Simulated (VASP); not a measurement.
Computed with PBEsol GGA, VASP's PBE PAW potentials (set 64) (plane waves; VASP).

A VASP calculation is set up with these files.

INCAR:
```
# general
SYSTEM =TaO
PREC   =Accurate
ENCUT  =520
LREAL  =.FALSE.
LASPH  =.TRUE.

# electronic loop
EDIFF  =1E-6
NELM   =100
ALGO   =Normal
LMAXMIX=6

# smearing
ISMEAR =1
SIGMA  =0.1

# functional
GGA    =PS

# ions
IBRION =2
NSW    =60
ISIF   =3
EDIFFG =-0.01

# output
LWAVE  =.FALSE.
LCHARG =.FALSE.
```

KPOINTS:
```
Regular mesh
0
G
 12 12 12
0 0 0
```

File POSCAR:
```
TaO
1
    0.0000000000     2.3742854464     2.3742854464
    2.3742854464     0.0000000000     2.3742854464
    2.3742854464     2.3742854464     0.0000000000
Ta O
1 1
Direct
  0.0000000000   0.0000000000   0.0000000000
  0.2500000000   0.2500000000   0.2500000000
```

POTCAR, in this order: Ta_pv O (PBE.64 set). Program: vasp_std.

The run wrote:

### OUTCAR
```
 ion  position               nearest neighbor table
   1  0.000  0.000  0.000-   2 2.06   2 2.06   2 2.06   2 2.06
   2  0.250  0.250  0.250-   1 2.06   1 2.06   1 2.06   1 2.06
  LATTYP: Found a face centered cubic cell.
 ALAT       =     4.7485708928
 Subroutine PRICEL returns:
 Original cell was already a primitive cell.
 Subroutine GETGRP returns: Found 24 space group operations
The static configuration has the point symmetry T_d .
The dynamic configuration has the point symmetry T_d .
 Subroutine INISYM returns: Found 24 space group operations
 Subroutine IBZKPT returns following result:
 Found     72 irreducible k-points:

 Following reciprocal coordinates:
            Coordinates               Weight
  0.000000  0.000000  0.000000      1.000000
  0.083333  0.000000  0.000000      8.000000
  0.166667  0.000000  0.000000      8.000000
  0.250000  0.000000  0.000000      8.000000
  0.333333  0.000000  0.000000      8.000000
  0.416667  0.000000  0.000000      8.000000
  0.500000  0.000000  0.000000      4.000000
  0.083333  0.083333  0.000000      6.000000
  0.166667  0.083333  0.000000     24.000000
  0.250000  0.083333  0.000000     24.000000
  0.333333  0.083333  0.000000     24.000000
  0.416667  0.083333  0.000000     24.000000
  0.500000  0.083333  0.000000     24.000000
 -0.416667  0.083333  0.000000     24.000000
 -0.333333  0.083333  0.000000     24.000000
 -0.250000  0.083333  0.000000     24.000000
 -0.166667  0.083333  0.000000     24.000000
 -0.083333  0.083333  0.000000     12.000000
  0.166667  0.166667  0.000000      6.000000
  0.250000  0.166667  0.000000     24.000000
  0.333333  0.166667  0.000000     24.000000
  0.416667  0.166667  0.000000     24.000000
  0.500000  0.166667  0.000000     24.000000
 -0.416667  0.166667  0.000000     24.000000
 -0.333333  0.166667  0.000000     24.000000
 -0.250000  0.166667  0.000000     24.000000
 -0.166667  0.166667  0.000000     12.000000
  0.250000  0.250000  0.000000      6.000000
  0.333333  0.250000  0.000000     24.000000
  0.416667  0.250000  0.000000     24.000000
  0.500000  0.250000  0.000000     24.000000
 -0.416667  0.250000  0.000000     24.000000
 -0.333333  0.250000  0.000000     24.000000
 -0.250000  0.250000  0.000000     12.000000
  0.333333  0.333333  0.000000      6.000000
  0.416667  0.333333  0.000000     24.000000
  0.500000  0.333333  0.000000     24.000000
 -0.416667  0.333333  0.000000     24.000000
 -0.333333  0.333333  0.000000     12.000000
  0.416667  0.416667  0.000000      6.000000
   k-points           NKPTS =     72   k-points in BZ     NKDIM =     72   number of bands    NBANDS=     12
   number of dos      NEDOS =    301   number of ions     NIONS =      2
   total plane-waves  NPLWV =  21952
   dimension x,y,z NGX =    28 NGY =   28 NGZ =   28
   dimension x,y,z NGXF=    56 NGYF=   56 NGZF=   56
   ions per type =               1   1
   PREC   = accura    normal or accurate (medium, high low for compatibility)
   ISTART =      0    job   : 0-new  1-cont  2-samecut
   ICHARG =      2    charge: 1-file 2-atom 10-const
   ISPIN  =      1    spin polarized calculation?
   LNONCOLLINEAR =      F non collinear calculations
   LSORBIT =      F    spin-orbit coupling
   INIWAV =      1    electr: 0-lowe 1-rand  2-diag
   ENCUT  =  520.0 eV  38.22 Ry    6.18 a.u.   6.24  6.24  6.24*2*pi/ulx,y,z
   NELM   =    100;   NELMIN=  2; NELMDL= -5     # of ELM steps
   EDIFF  = 0.1E-05   stopping-criterion for ELM
   LREAL  =      F    real-space projection
   NLSPLINE    = F    spline interpolate recip. space projectors
   LMAXMIX     =    6 max onsite mixed and CHGCAR
...
```

**OSZICAR**
```
       N       E                     dE             d eps       ncg     rms          rms(c)
DAV:   1     0.114279386551E+03    0.11428E+03   -0.95234E+03  1728   0.138E+03
DAV:   2    -0.175979429169E+02   -0.13188E+03   -0.12734E+03  2016   0.355E+02
DAV:   3    -0.227146004695E+02   -0.51167E+01   -0.49725E+01  2136   0.677E+01
DAV:   4    -0.227687264133E+02   -0.54126E-01   -0.52851E-01  2008   0.707E+00
DAV:   5    -0.227695680378E+02   -0.84162E-03   -0.84136E-03  2196   0.693E-01    0.219E+01
DAV:   6    -0.203764919698E+02    0.23931E+01   -0.14352E+01  1900   0.380E+01    0.968E+00
DAV:   7    -0.201557992064E+02    0.22069E+00   -0.10946E+00  1916   0.998E+00    0.665E+00
DAV:   8    -0.201225496783E+02    0.33250E-01   -0.12999E-01  1992   0.402E+00    0.394E-01
DAV:   9    -0.201204589556E+02    0.20907E-02   -0.11343E-02  2004   0.112E+00    0.452E-01
DAV:  10    -0.201203745163E+02    0.84439E-04   -0.31287E-04  2188   0.209E-01    0.438E-02
DAV:  11    -0.201203732107E+02    0.13056E-05   -0.97336E-06  2192   0.289E-02    0.738E-03
DAV:  12    -0.201203729803E+02    0.23036E-06   -0.25587E-06  1916   0.160E-02
   1 F= -.20120373E+02 E0= -.20119770E+02  d E =-.201204E+02
       N       E                     dE             d eps       ncg     rms          rms(c)
DAV:   1    -0.201222595088E+02   -0.18863E-02   -0.57932E-02  1828   0.318E+00    0.423E-01
DAV:   2    -0.201205754424E+02    0.16841E-02   -0.40548E-03  1800   0.641E-01    0.169E-01
DAV:   3    -0.201202844940E+02    0.29095E-03   -0.81499E-04  2028   0.332E-01    0.439E-02
DAV:   4    -0.201202569151E+02    0.27579E-04   -0.10680E-04  2156   0.106E-01    0.148E-02
DAV:   5    -0.201202553686E+02    0.15465E-05   -0.92134E-06  1988   0.276E-02    0.350E-03
DAV:   6    -0.201202552206E+02    0.14797E-06   -0.30227E-07  1116   0.625E-03
   2 F= -.20120255E+02 E0= -.20119643E+02  d E =0.117760E-03
       N       E                     dE             d eps       ncg     rms          rms(c)
DAV:   1    -0.201212730938E+02   -0.10177E-02   -0.24670E-02  1824   0.207E+00    0.277E-01
DAV:   2    -0.201205551668E+02    0.71793E-03   -0.17270E-03  1800   0.419E-01    0.110E-01
DAV:   3    -0.201204311023E+02    0.12406E-03   -0.34627E-04  2024   0.218E-01    0.286E-02
DAV:   4    -0.201204205150E+02    0.10587E-04   -0.45489E-05  2120   0.691E-02    0.986E-03
DAV:   5    -0.201204218511E+02   -0.13361E-05   -0.39227E-06  1908   0.181E-02    0.230E-03
DAV:   6    -0.201204219688E+02   -0.11767E-06   -0.12808E-07   972   0.408E-03
   3 F= -.20120422E+02 E0= -.20119815E+02  d E =-.489884E-04
```

### OUTCAR
```
------------------------ aborting loop because EDIFF is reached ----------------------------------------
  FORCE on cell =-STRESS in cart. coord.  units (eV):
  Direction    XX          YY          ZZ          XY          YZ          ZX
  --------------------------------------------------------------------------------------
  Total        0.0000711      0.0000711      0.0000711      0.0000000      0.0000000      0.0000000
  in kB        0.0042493      0.0042493      0.0042493      0.0000000      0.0000000      0.0000000
  external PRESSURE =       0.0042493 kB  Pullay stress =       0.0000000 kB
  volume of cell :       26.81
      direct lattice vectors                 reciprocal lattice vectors
    -0.000000000  2.375515999  2.375515999    -0.210480586  0.210480586  0.210480586
     2.375515999 -0.000000000  2.375515999     0.210480586 -0.210480586  0.210480586
     2.375515999  2.375515999  0.000000000     0.210480586  0.210480586 -0.210480586
 POSITION                                       TOTAL-FORCE (eV/Angst)
 -----------------------------------------------------------------------------------
     -0.00000      0.00000      0.00000        -0.000000     -0.000000     -0.000000
      1.18776      1.18776      1.18776         0.000000      0.000000      0.000000
 -----------------------------------------------------------------------------------
    total drift:                               -0.000000     -0.000000     -0.000000
  FREE ENERGIE OF THE ION-ELECTRON SYSTEM (eV)
  ---------------------------------------------------
  free  energy   TOTEN  =       -20.1204219688 eV

  energy  without entropy=      -20.1186012587  energy(sigma->0) =      -20.11981507

 reached required accuracy - stopping structural energy minimisation
```
(Selected blocks of OUTCAR.)

### CONTCAR
```
TaO
   1.00000000000000
    -0.0000000000000000    2.3755159986484502    2.3755159986484502
     2.3755159986484502   -0.0000000000000000    2.3755159986484502
     2.3755159986484502    2.3755159986484502    0.0000000000000000
  Ta              O
     1     1
Direct
     0.0000000000000000    0.0000000000000000    0.0000000000000000
     0.2500000000000000    0.2500000000000000    0.2500000000000000
```

File OUTCAR:
```
 val. band max:        6.3441581688   @ k =  -0.3333   0.2500   0.0833

 cond. band min:       6.3578289177   @ k =   0.4167   0.1667   0.0833


 Fermi energy:         6.3468257799

 k-point     1 :       0.0000    0.0000    0.0000
  band No.  band energies     occupation
      1     -29.2407      2.00000
      2     -29.2407      2.00000
      3     -29.2407      2.00000
      4     -15.6280      2.00000
      5      -1.9429      2.00000
      6      -1.9429      2.00000
      7      -1.9429      2.00000
      8       3.4319      2.00000
      9       6.9780     -0.00000
     10       6.9780     -0.00000
     11      10.7240      0.00000
     12      10.7240      0.00000

 k-point     2 :       0.0833    0.0000    0.0000
  band No.  band energies     occupation
      1     -29.2744      2.00000
      2     -29.2447      2.00000
      3     -29.2447      2.00000
      4     -15.5708      2.00000
      5      -2.0392      2.00000
      6      -1.8987      2.00000
      7      -1.8987      2.00000
      8       3.7821      2.00000
      9       6.8775     -0.00000
     10       6.8775     -0.00000
     11      10.5531      0.00000
     12      10.8349      0.00000

 k-point     3 :       0.1667    0.0000    0.0000
  band No.  band energies     occupation
      1     -29.3652      2.00000
      2     -29.2558      2.00000
      3     -29.2558      2.00000
      4     -15.4196      2.00000
      5      -2.2056      2.00000
      6      -1.7822      2.00000
      7      -1.7822      2.00000
      8       4.6485      2.00000
      9       6.6953     -0.00001
     10       6.6953     -0.00001
     11      10.1381      0.00000
     12      11.0074      0.00000

 k-point     4 :       0.2500    0.0000    0.0000
  band No.  band energies     occupation
      1     -29.4860      2.00000
      2     -29.2707      2.00000
      3     -29.2707      2.00000
      4     -15.2258      2.00000
      5      -2.2572      2.00000
      6      -1.6348      2.00000
...
```

Unless said otherwise, spin-orbit coupling is left out, though it shifts the bands of the heavy elements here.

The structure was generated: TaO was put into the zinc blende type (F-43m), which need not be its known phase. This run relaxes it. Symmetry was kept, so distortions that lower it aren't found. The start is the result of an earlier pass. The electron count is odd and the run is not spin-polarised, which forces a metal.
